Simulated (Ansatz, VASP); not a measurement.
# PtSe2 (Sudovikovite): VASP beside Ansatz, part 2 of 2

Aim: how closely do two programs agree when they are given the same cell, functional and k mesh? The cell is taken from a series of runs on this material, whose earlier steps may have relaxed, scaled, displaced or heated it; both programs get it as it stands.

VASP 6.6.1 and Ansatz 0.2.0.

So far: Set-up; VASP: zone-centre phonons, PBEsol with D3(BJ).

## (3) Ansatz: zone-centre phonons, PBEsol with D3(BJ)

Level of this step: Ansatz beside VASP: Kohn-Sham DFT, plane waves, PBEsol with D3(BJ) (Ansatz).

Ansatz runs on its PAW soft_1 files.

The same cell, functional, mesh and smearing now go to Ansatz, which takes its cutoff from its data sets.

Input file input.yaml:

```yaml
crystal:
  lattice:
    - [3.7390893423, 0.0, 0.0]
    - [-1.8695446711, 3.2381463575, 0.0]
    - [0.0, 0.0, 4.6300996147]
  atoms:
    - { symbol: Se, position: [0.3333333333, 0.6666666667, 0.2720632218] }
    - { symbol: Se, position: [0.6666666667, 0.3333333333, 0.7279367782] }
    - { symbol: Pt, position: [0.0, 0.0, 0.0] }
kpoints:
  mp_grid: { grid: [15, 15, 8] }
hamiltonian:
  xc: pbesol
  dispersion: d3bj
  pseudopotentials: { kind: paw, azcp: { folder: soft_1 }, xc_functional: pbe }
scf:
  occupations: { method: methfessel_paxton, width: 0.2 }
output:
  eigenvalues: true
phonons:
  method: dfpt
```

On the command line:

```console
> ansatz run input.yaml --threads 4 --pin off --max-ram 10240MiB --backend cpu --events-out ev --progress --plain --runs-dir out
```

Numbers of over 12 decimals in the logs are rounded to 6 here.

Output:

```text
Engine: ansatz 0.2.0, aarch64-unknown-linux-gnu
Pseudopotentials: kind: paw
Pseudopotential: Se, paw, valence charge 16, recommended cutoff 420 eV (normal), soft_1/Se.paw.azcp
Pseudopotential: Pt, paw, valence charge 18, recommended cutoff 420 eV (normal), soft_1/Pt.paw.azcp
Functional definition: PBEsol
  exchange = pbesol_x
  correlation = pbesol_c
Crystal: 3 atoms, lattice volume = 56.060 Å³
Basis set: ecut = 420 eV, 1095 PW (Γ), exchange–correlation on 50×50×64 points (8 copies of the dense FFT grid, shifted against one another)
Bands: 30, of which v1, the nominal top of the filled ones, is band 25 counted from 1 (24 counted from 0)
Symmetry: 12 space group operations
k-points: 488 of 1800 (irreducible under 2 space group operations, time reversal used)
Non-local potential: Se, projectors of the file, l = 0: 2, l = 1: 2, l = 2: 3, l = 3: 1
Non-local potential: Pt, projectors of the file, l = 0: 3, l = 1: 2, l = 2: 2, l = 3: 1
PAW form: soft (Blöchl's): semilocal exchange-correlation on the pseudo side does not see the compensation charge
PAW frozen core: Se, regenerated for the run's functional, and the local potential with it (the file was generated under x = pbe(κ = 0.804, μ = 0.219515), c = pbe(β = 0.066725))
PAW frozen core: Pt, regenerated for the run's functional, and the local potential with it (the file was generated under x = pbe(κ = 0.804, μ = 0.219515), c = pbe(β = 0.066725))
PAW one-centre angular grid: Se, 590 points (default); XC on 64 Gauss nodes
PAW one-centre angular grid: Pt, 590 points (default); XC on 64 Gauss nodes
Initial density: superposition of atomic densities (chi_scale 0.1, normalization cell, long waves kept (reshape's long-wave potential 0.00 eV rms))
Initial wavefunctions: pseudopotential atomic-orbital guess
Functional: x = pbesol(κ = 0.804, μ = 0.123457), c = pbesol(β = 0.046)
SCF iter   1: F=—  HF=-23236.615719 eV  |F-HF|=—  |Δ(HF+E_count)|=         —  Δρ=5.08e-2  dr2=7.34e-1  ethr=3.10e-3  ⟨swp⟩=4.9  Hψ=53124  notcnv=0
preconditioner: auto → Kerker (q_TF=auto, 2.677 Å⁻¹)  [metal: Δε(μ)=0.081 eV  Ē_g=10.309 eV  σ=0.200 eV  W_gap=0.33  n_scr=20 (ndim 8)  ℏωp=23.3 eV  f_vac=0.003  D(μ)=0.49/eV (n_scr^D=0)]
SCF iter   2: F=—  HF=-23236.465079 eV  |F-HF|=—  |Δ(HF+E_count)|=   1.51e-1  S|Δr|=    0.00e0  Δρ=2.56e-2  dr2=2.14e-1  ethr=1.47e-3  ⟨swp⟩=2.0  Hψ=20649  notcnv=0  defer=160
SCF iter   3: F=—  HF=-23236.413943 eV  |F-HF|=—  |Δ(HF+E_count)|=   5.11e-2  S|Δr|=    0.00e0  Δρ=8.25e-3  dr2=3.28e-2  ethr=4.27e-4  ⟨swp⟩=2.1  Hψ=17003  notcnv=0  defer=160
SCF iter   4: F=—  HF=-23236.406198 eV  |F-HF|=—  |Δ(HF+E_count)|=   7.74e-3  S|Δr|=    0.00e0  Δρ=1.37e-3  dr2=2.29e-3  ethr=6.57e-5  ⟨swp⟩=3.0  Hψ=27000  notcnv=0  defer=160
SCF iter   5: F=—  HF=-23236.405839 eV  |F-HF|=—  |Δ(HF+E_count)|=   3.59e-4  S|Δr|=    0.00e0  Δρ=7.47e-4  dr2=5.78e-4  ethr=4.57e-6  ⟨swp⟩=2.0  Hψ=24720  notcnv=0  defer=160
SCF iter   6: F=—  HF=-23236.405650 eV  |F-HF|=—  |Δ(HF+E_count)|=   1.89e-4  S|Δr|=    0.00e0  Δρ=2.56e-4  dr2=6.88e-5  ethr=1.16e-6  ⟨swp⟩=2.0  Hψ=24727  notcnv=0  defer=160
SCF iter   7: F=—  HF=-23236.405651 eV  |F-HF|=—  |Δ(HF+E_count)|=   1.36e-6  S|Δr|=    0.00e0  Δρ=5.16e-5  dr2=2.19e-6  ethr=1.38e-7  ⟨swp⟩=2.0  Hψ=19230  notcnv=0  defer=160
SCF iter   8: F=—  HF=-23236.405653 eV  |F-HF|=—  |Δ(HF+E_count)|=   1.78e-6  S|Δr|=    0.00e0  Δρ=2.29e-5  dr2=4.38e-7  ethr=4.38e-9  ⟨swp⟩=2.0  Hψ=25506  notcnv=0  defer=160
SCF iter   9: F=—  HF=-23236.405653 eV  |F-HF|=—  |Δ(HF+E_count)|=   8.81e-9  S|Δr|=    0.00e0  Δρ=8.47e-6  dr2=4.53e-8  ethr=8.75e-10  ⟨swp⟩=2.0  Hψ=19265  notcnv=0  defer=160
SCF iter  10: F=—  HF=-23236.405653 eV  |F-HF|=—  |Δ(HF+E_count)|=   5.78e-9  S|Δr|=    0.00e0  Δρ=3.61e-6  dr2=6.68e-9  ethr=9.07e-11  ⟨swp⟩=2.1  Hψ=21017  notcnv=0  defer=160
SCF iter  11: F=—  HF=-23236.405653 eV  |F-HF|=—  |Δ(HF+E_count)|=  8.00e-10  S|Δr|=    0.00e0  Δρ=9.64e-7  dr2=6.39e-10  ethr=1.34e-11  ⟨swp⟩=2.3  Hψ=24822  notcnv=0  defer=160
SCF iter  12: F=—  HF=-23236.405653 eV  |F-HF|=—  |Δ(HF+E_count)|=  2.11e-10  S|Δr|=    0.00e0  Δρ=4.47e-7  dr2=6.55e-11  ethr=1.28e-12  ⟨swp⟩=2.9  Hψ=26623  notcnv=0  defer=160
SCF iter  13: F=-23236.405653 eV  HF=-23236.405653 eV  |F-HF|=7.28e-12  |Δ(HF+E_count)|=  2.91e-11  S|Δr|=    0.00e0  Δρ=8.84e-8  dr2=3.06e-12  ethr=1.00e-12  ⟨swp⟩=6.7  Hψ=70555  notcnv=0
SCF 1 converged in 13 iterations: F = -23236.405653 eV  dr2 = 3.06e-12
  greatest PAW one-centre occupation: 1.000 electrons in one spin orbital (limit 2), on the Pt atom at site 2 (counted from 0), in its partial waves of l = 0
DFPT response loops at Γ: preconditioner auto → Kerker (q_TF=auto, 2.677 Å⁻¹) (partly filled bands, converged f_vac=0.009); β = 1.00, the filter's whole step (`scf.mixing.beta` (0.50) is not read by the response loops under this deck's `scf.mixing.preconditioner`; to damp them name `kerker` or `kerker_dos`, under which they read `scf.mixing.beta`, and type it under 1.00, their step now; both keys bind the ground state too); Broyden in place of MSR1
SCF converged after 13 iterations
Stability not checked: this state was not tested for a lower state beside it, because cold or Methfessel-Paxton smearing, or corrected tetrahedra, fill the levels in a way that the test cannot read (fill_not_monotonic; see scf.lower_state_search)
Free energy (F): -23236.405653 eV
Harris-Foulkes:  -23236.405653 eV  (|F-HF|=7.28e-12)
Internal energy: -23236.407304 eV  (E = F + TS)
E sigma→0 (E₀):  -23236.406066 eV
Entropy (-TS):   0.001650 eV (0.550 meV/atom)
Fermi energy:    14.289072 eV
--- Per-component energies (eV) ---
  E_band       = -911.397834
  E_kinetic    = 820.154889
  E_local      = -6618.082289  (includes V_loc(G=0)·N_el)
  E_nonlocal   = -497.187910
  E_hartree    = 3268.847827
  E_xc         = -401.550891
  E_vxc        = -453.487187  (∫ρ·V_xc dr)
  E_paw        = -13519.424615  (= ΣΔE_a)
  E_vpaw       = -700.491350  (= ΣTr[D̂ρ^β])
  E_aug_tail   = 0.000349  (compensation charges beyond the density's cutoff)
  E_ewald      = -6290.075356
  E_disp       = -1.393242  (pairwise vdW)
  E_core_change = 2.303935  (= ΣΔE_core)
  E_smearing   = 0.001650  (= −TS)
  E_closure    = -0.000000  (closes the sum)
  Σ components = -23236.405653   (vs F -23236.405653, Δ=0.00e0)
--- Band table (eV; the first three rows and the last of 488) ---
  k-point 0: bands = [... 21 lower, 11.7938, 13.2764, 13.2764, 15.2283, 15.2283, 15.2864, 17.3147, 18.6225, ... 1 higher]
  k-point 1: bands = [... 21 lower, 11.7848, 13.1014, 13.1014, 14.7878, 15.4773, 15.4773, 17.4871, 19.1232, ... 1 higher]
  k-point 2: bands = [... 21 lower, 11.7368, 12.7595, 12.7595, 13.7898, 16.0289, 16.0289, 18.0579, 20.0397, ... 1 higher]
  k-point 487: bands = [... 21 lower, 10.9099, 11.1316, 11.7296, 13.0114, 15.1667, 15.6840, 19.0027, 21.1750, ... 1 higher]
--- Phonons (Γ-DFPT): 4 representative perturbations + reference, on 488 of 1800 k-points (Σ response iterations 12) ---
  k mesh reduced under 2 symmetry operations, with k and −k counted as one. Each operation leaves every solved perturbation unchanged. A smaller set is not used because it would not reduce the number of displacements times k-points to solve
  ASR residual: 7.128e-5 → 0.000e0 eV/Å²; symmetrization residual: 1.325e-5 eV/Å²
  pairwise dispersion correction: d3bj (s6 = 1.0, s8 = 2.9491, a1 = 0.4466, a2_bohr = 6.1742), with the weights of each atom's references fixed at the reference crystal's, and the forces and stress that the weights' published response gives there kept as a pressure on the atom's counted neighbours (hamiltonian.dispersion)
  ASR residual per site (eV/Å²): 7.13e-5 7.13e-5 5.43e-5
  Γ frequencies (cm⁻¹): 0.00 0.00 0.00 167.32 167.32 217.06 222.09 222.39 222.39
  non-analytic LO–TO correction: not included (Born effective charges unavailable; polar crystals: no LO–TO splitting at Γ)
```

## (4) Differences

Known differences besides the potentials themselves: the data sets hold 50 valence electrons in Ansatz (on its PAW soft_1 files) and 22 in VASP; the cutoff is 420 eV in Ansatz and 500 eV in VASP; Ansatz makes its cores anew for this functional, VASP keeps those of its PBE data sets; Ansatz takes the dispersion share of the force constants at frozen C6 weights, VASP differentiates the full forces; VASP uses finite displacements, Ansatz perturbation theory. Total energies have different zeros and are not compared.

The two programs side by side:

```tsv
quantity	Ansatz	VASP	difference
optical mode 1 to 2 (cm⁻¹)	167.3	167.6	-0.16 %
optical mode 3 (cm⁻¹)	217.1	217.5	-0.21 %
optical mode 4 (cm⁻¹)	222.1	222.6	-0.25 %
optical mode 5 to 6 (cm⁻¹)	222.4	223.4	-0.47 %
```

Modes are paired by rising frequency, not by their patterns, so a pair may set unlike modes beside each other; they are those without the splitting of longitudinal modes.

## (5) Results

* r.m.s. difference of the optical zone-centre modes, each program's sorted by frequency (zone-centre phonons, PBEsol with D3(BJ)): 0.69 cm⁻¹

What this shows: The r.m.s. difference of the optical zone-centre modes, each program's sorted by frequency is 0.69 cm⁻¹ (zone-centre phonons, PBEsol with D3(BJ)). The data sets hold unlike numbers of valence electrons (50 in Ansatz and 22 in VASP), so part of the differences comes from the potentials. Such differences can come from data sets, numerical settings and the points named under the comparisons, not from the functional's error against experiment.

[Lines on the potential files, build, host, timing and source positions are cut from VASP's logs without a mark.]

[Logs are printed without paths, hosts, clocks, repeated set-up lines and the standing remarks that a program may print on its own settings, such as how far it seeks lower states.]

[Hosts, paths, dates, database ids (printed as entryN), source tags and the programs' standing remarks are cut or masked in the printed files.]
